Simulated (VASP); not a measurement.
# Ge3B2C3 (R3m) in VASP: density of states with PBE

Aim: the density of states of Ge3B2C3 with PBE.

Everything below comes from runs of VASP 6.6.1. Logs are shortened: lines on timing, memory, paths and dates and some standing lists are left out, and cuts for length are marked.

### Step 1. Starting point

The structure is trigonal, space group R3m (No. 160). Conventional cell: a = 6.230 Å, b = 6.230 Å, c = 7.965 Å, α = 90.00°, β = 90.00°, γ = 120.00°. Ge (site symmetry m) has 3 C at 1.98 to 2.01 Å and 1 B at 2.09 Å as nearest neighbours. B (site symmetry 3m) has 3 C at 1.71 Å and 1 B at 1.76 Å as nearest neighbours. Around B (site symmetry 3m) lie 1 B at 1.76 Å. C (site symmetry m) is surrounded by 1 B at 1.71 Å.

The cell was built by a generator and needn't be a form met in nature.

### Step 2. Density of states, PBE

POSCAR

```
Ge3B2C3
1.0
    3.1149790000      1.7984340000      2.6551400000
   -3.1149790000      1.7984340000      2.6551400000
    0.0000000000     -3.5968680000      2.6551400000
Ge B C
3 2 3
Direct
    0.9960200000      0.4892770000      0.4892770000
    0.4892770000      0.9960200000      0.4892770000
    0.4892770000      0.4892770000      0.9960200000
    0.0074180000      0.0074180000      0.0074180000
    0.7862130000      0.7862130000      0.7862130000
    0.2272330000      0.2272330000      0.7777250000
    0.2272330000      0.7777250000      0.2272330000
    0.7777250000      0.2272330000      0.2272330000
```

INCAR.step1

```
ALGO = Fast
EDIFF = 1E-7
ENCUT = 520
GGA = PE
ISIF = 2
ISMEAR = 0
KPAR = 4
LASPH = T
LCHARG = T
LREAL = F
LWAVE = F
NBANDS = 40
NELM = 80
PREC = Accurate
SIGMA = 0.1
```

KPOINTS.step1

```
k-points
0
Gamma
  8 8 8
```

INCAR.step2

```
ALGO = Fast
EDIFF = 1E-7
ENCUT = 520
GGA = PE
ICHARG = 11
ISIF = 2
ISMEAR = -5
KPAR = 4
LASPH = T
LCHARG = F
LORBIT = 11
LREAL = F
LWAVE = F
NBANDS = 40
NEDOS = 1001
NELM = 80
PREC = Accurate
SIGMA = 0.1
```

KPOINTS.step2

```
k-points
0
Gamma
  12 12 12
```

Potentials or basis: VASP PAW PBE potentials, release 64 (Ge_d, B, C).

Run with:

```console
cat potpaw_PBE.64/Ge_d/POTCAR potpaw_PBE.64/B/POTCAR potpaw_PBE.64/C/POTCAR > POTCAR
cp INCAR.step1 INCAR
cp KPOINTS.step1 KPOINTS
mpirun -np 4 vasp_std > vasp.out
cp INCAR.step2 INCAR
cp KPOINTS.step2 KPOINTS
mpirun -np 4 vasp_std > vasp.out
```

OUTCAR:

```text
EDIFF = 1E-7
   ENCUT = 520
   GGA = PE
   ICHARG = 11
   ISIF = 2
   ISMEAR = -5
   LASPH = T
   LORBIT = 11
   LREAL = F
   NELM = 80
   PREC = Accurate

 ion  position               nearest neighbor table
   1  0.996  0.489  0.489-   8 1.98   6 2.01   7 2.01   5 2.09
   2  0.489  0.996  0.489-   7 1.98   6 2.01   8 2.01   5 2.09
   3  0.489  0.489  0.996-   6 1.98   7 2.01   8 2.01   5 2.09
   4  0.007  0.007  0.007-   7 1.71   8 1.71   6 1.71   5 1.76
   5  0.786  0.786  0.786-   4 1.76   2 2.09   1 2.09   3 2.09
   6  0.227  0.227  0.778-   4 1.71   3 1.98   1 2.01   2 2.01
   7  0.227  0.778  0.227-   4 1.71   2 1.98   3 2.01   1 2.01
   8  0.778  0.227  0.227-   4 1.71   1 1.98   3 2.01   2 2.01

  LATTYP: Found a trigonal (rhomboedric) cell.
 ALAT       =     4.4707077548
 COS(alpha) =     0.0290705007

  Lattice vectors:

 A1 = (   3.1149790000,   1.7984340000,   2.6551400000)
 A2 = (  -3.1149790000,   1.7984340000,   2.6551400000)
 A3 = (   0.0000000000,  -3.5968680000,   2.6551400000)

Analysis of symmetry for initial positions (statically):
=====================================================================
 Subroutine PRICEL returns:
 Original cell was already a primitive cell.

 Routine SETGRP: Setting up the symmetry group for a
 trigonal (rhombohedral) supercell.

 Subroutine GETGRP returns: Found  6 space group operations
 (whereof  6 operations were pure point group operations)
 out of a pool of 12 trial point group operations.

The static configuration has the point symmetry C_3v.

Analysis of symmetry for dynamics (positions and initial velocities):
=====================================================================
 Subroutine PRICEL returns:
 Original cell was already a primitive cell.

 Routine SETGRP: Setting up the symmetry group for a
 trigonal (rhombohedral) supercell.

 Subroutine GETGRP returns: Found  6 space group operations
 (whereof  6 operations were pure point group operations)
 out of a pool of 12 trial point group operations.

The dynamic configuration has the point symmetry C_3v.

 Subroutine INISYM returns: Found  6 space group operations
 (whereof  6 operations are pure point group operations),
 and found     1 'primitive' translations

----------------------------------------------------------------------------------------

                                     Primitive cell

  volume of cell :      89.2459

  direct lattice vectors                    reciprocal lattice vectors
     3.114979000  1.798434000  2.655140000     0.160514726  0.092673218  0.125542658
    -3.114979000  1.798434000  2.655140000    -0.160514726  0.092673218  0.125542658
[... 122 lines left out ...]
  Thomas-Fermi vector in A             =   2.553594
   LORBIT       =     11    0 simple, 1 ext, 2 COOP (PROOUT), +10 PAW based schemes
   GGA     = PE    functional components
   LHFCALC =     F    Hartree Fock is set to
   AEXX    =    0.0000 exact exchange contribution
   IVDW    =     0    specifies the selected vdW correction
   LEPSILON=     F    determine dielectric tensor
   LRPA    =     F    only Hartree local field effects (RPA)
 non-spin polarized calculation
 RMM-DIIS sequential band-by-band and
 Fermi weights with tetrahedron method with Bloechl corrections
  energy-cutoff  :      520.00
  volume of cell :       89.25
 maximum number of plane-waves:      2446
 NGX is ok and might be reduce to    36

 number of electron      60.0000006 magnetization

 Free energy of the ion-electron system (eV)
  ---------------------------------------------------
  ext. energy  EPLUGINS =         0.00000000
  ---------------------------------------------------
  free energy    TOTEN  =       -49.89282019 eV

  energy without entropy =      -49.89282019  energy(sigma->0) =      -49.89282019

 E-fermi :   6.3680     XC(G=0): -11.5745

 val. band max:        6.4128851484   @ k =  -0.2500   0.1667   0.0833
 cond. band min:       6.3681070938   @ k =  -0.4167   0.3333   0.0833
 fundamental gap:     -0.0447780547
 Fermi energy:         6.3679789636

 k-point     1 :       0.0000    0.0000    0.0000
  band No.  band energies     occupation
      1     -17.8788      2.00000
      2     -17.8788      2.00000
      3     -17.8767      2.00000
      4     -17.8227      2.00000
      5     -17.7823      2.00000
      6     -17.7823      2.00000
[... 1021 lines left out ...]
     39      14.2439      0.00000
     40      15.3013      0.00000

 [... further k-points ...]

------------------------ aborting loop because EDIFF is reached ----------------------------------------

  FORCE on cell =-STRESS in cart. coord.  units (eV):
  Direction    XX          YY          ZZ          XY          YZ          ZX
  --------------------------------------------------------------------------------------
  -------------------------------------------------------------------------------------
  Total       -0.1391510     -0.1391510     -0.2316504      0.0000000      0.0000000      0.0000000
  in kB       -2.4980924     -2.4980925     -4.1586778      0.0000000      0.0000000      0.0000000
  external PRESSURE =      -3.0516209 kB  Pullay stress =       0.0000000 kB

 VOLUME and BASIS-vectors are now :
 -----------------------------------------------------------------------------
  energy-cutoff  :      520.00
  volume of cell :       89.25
      direct lattice vectors                 reciprocal lattice vectors
     3.114979000  1.798434000  2.655140000     0.160514726  0.092673218  0.125542658
    -3.114979000  1.798434000  2.655140000    -0.160514726  0.092673218  0.125542658
     0.000000000 -3.596868000  2.655140000     0.000000000 -0.185346437  0.125542658

 POSITION                                       TOTAL-FORCE (eV/Angst)
 -----------------------------------------------------------------------------------
      1.57849      0.91134      5.24277         0.005505      0.003178     -0.011836
     -1.57849      0.91134      5.24277        -0.005505      0.003178     -0.011836
      0.00000     -1.82269      5.24277         0.000000     -0.006357     -0.011836
      0.00000      0.00000      0.05909         0.000000     -0.000000     -0.004362
      0.00000      0.00000      6.26252         0.000000     -0.000000      0.010573
      0.00000     -1.98005      3.27164         0.000000      0.000817      0.009766
     -1.71477      0.99002      3.27164         0.000708     -0.000409      0.009766
      1.71477      0.99002      3.27164        -0.000708     -0.000409      0.009766
 -----------------------------------------------------------------------------------
    total drift:                               -0.000000     -0.000006      0.002899

  FREE ENERGIE OF THE ION-ELECTRON SYSTEM (eV)
  ---------------------------------------------------
  free  energy   TOTEN  =       -49.8928201902 eV

  energy  without entropy=      -49.8928201902  energy(sigma->0) =      -49.89282019

 total charge

# of ion       s       p       d       tot
------------------------------------------
    1        1.096   1.343  10.149  12.587
    2        1.096   1.343  10.149  12.587
    3        1.096   1.343  10.149  12.587
    4        0.651   1.214   0.000   1.865
    5        0.734   1.120   0.000   1.854
    6        0.858   1.523   0.000   2.381
    7        0.858   1.523   0.000   2.381
    8        0.858   1.523   0.000   2.381
--------------------------------------------------
tot          7.247  10.929  30.446  48.622
```

OSZICAR.step1:

```text
N       E                     dE             d eps       ncg     rms          rms(c)
DAV:   1     0.601981486188E+03    0.60198E+03   -0.27769E+04  6728   0.379E+03
DAV:   2     0.632415696960E+02   -0.53874E+03   -0.50735E+03  5208   0.922E+02
DAV:   3    -0.465279077270E+02   -0.10977E+03   -0.10700E+03  5832   0.213E+02
DAV:   4    -0.541867110620E+02   -0.76588E+01   -0.75899E+01  6368   0.619E+01
DAV:   5    -0.544284491384E+02   -0.24174E+00   -0.24145E+00  6336   0.114E+01    0.113E+01
RMM:   6    -0.499861735599E+02    0.44423E+01   -0.81005E+00  6919   0.120E+01    0.462E+00
RMM:   7    -0.498926732245E+02    0.93500E-01   -0.23691E+00  7113   0.561E+00    0.251E+00
RMM:   8    -0.498843385667E+02    0.83347E-02   -0.23349E-01  7438   0.282E+00    0.126E+00
RMM:   9    -0.498858465221E+02   -0.15080E-02   -0.61506E-02  7254   0.153E+00    0.216E-01
RMM:  10    -0.498856740837E+02    0.17244E-03   -0.23871E-02  7525   0.858E-01    0.112E-01
RMM:  11    -0.498860504616E+02   -0.37638E-03   -0.43912E-03  7523   0.391E-01    0.562E-02
RMM:  12    -0.498862019827E+02   -0.15152E-03   -0.12311E-03  7467   0.215E-01    0.268E-02
RMM:  13    -0.498862104600E+02   -0.84773E-05   -0.29335E-04  7795   0.117E-01    0.204E-02
RMM:  14    -0.498862174806E+02   -0.70206E-05   -0.71087E-05  7745   0.464E-02    0.524E-03
RMM:  15    -0.498862185802E+02   -0.10996E-05   -0.18062E-05  7598   0.217E-02    0.232E-03
RMM:  16    -0.498862188812E+02   -0.30099E-06   -0.37057E-06  6898   0.881E-03    0.123E-03
RMM:  17    -0.498862189729E+02   -0.91697E-07   -0.60697E-07  5391   0.420E-03
   1 F= -.49886219E+02 E0= -.49880277E+02  d E =-.118844E-01
```

It took 1.8 min on 4 MPI ranks of Intel Xeon 6975P-C (Granite Rapids), shared host; peak memory 0.59 GiB.

What came out:

```
Valence electrons inside the program's atomic spheres : Ge 12.59; B 1.86, 1.85; C 2.38
```

States per cell in windows of 1 eV (zero at the Fermi level; states under -8 eV left out):
```tsv
from (eV)	total	C7_p	C8_p	C6_p	B5_p	Ge1_p	Ge2_p
-8.0	3.00	0.12	0.12	0.12	0.07	0.08	0.08
-7.0	1.50	0.06	0.06	0.06	0.04	0.06	0.06
-6.0	1.82	0.10	0.10	0.10	0.04	0.09	0.09
-5.0	2.87	0.19	0.19	0.19	0.09	0.17	0.17
-4.0	3.24	0.25	0.25	0.25	0.12	0.19	0.19
-3.0	4.19	0.35	0.35	0.35	0.20	0.26	0.26
-2.0	2.79	0.24	0.24	0.24	0.18	0.18	0.18
-1.0	2.16	0.14	0.14	0.14	0.33	0.14	0.14
0.0	1.90	0.15	0.15	0.15	0.31	0.12	0.12
1.0	0.11	0.01	0.01	0.01	0.02	0.00	0.00
2.0	0.37	0.01	0.01	0.01	0.01	0.01	0.01
3.0	1.57	0.04	0.04	0.04	0.03	0.06	0.06
4.0	3.61	0.15	0.15	0.15	0.10	0.11	0.11
5.0	3.57	0.19	0.19	0.19	0.14	0.12	0.12
6.0	4.51	0.25	0.25	0.25	0.29	0.18	0.18
7.0	3.12	0.11	0.11	0.11	0.15	0.24	0.24
```

Caveat: tetrahedron occupations give inexact forces and stress in metals.
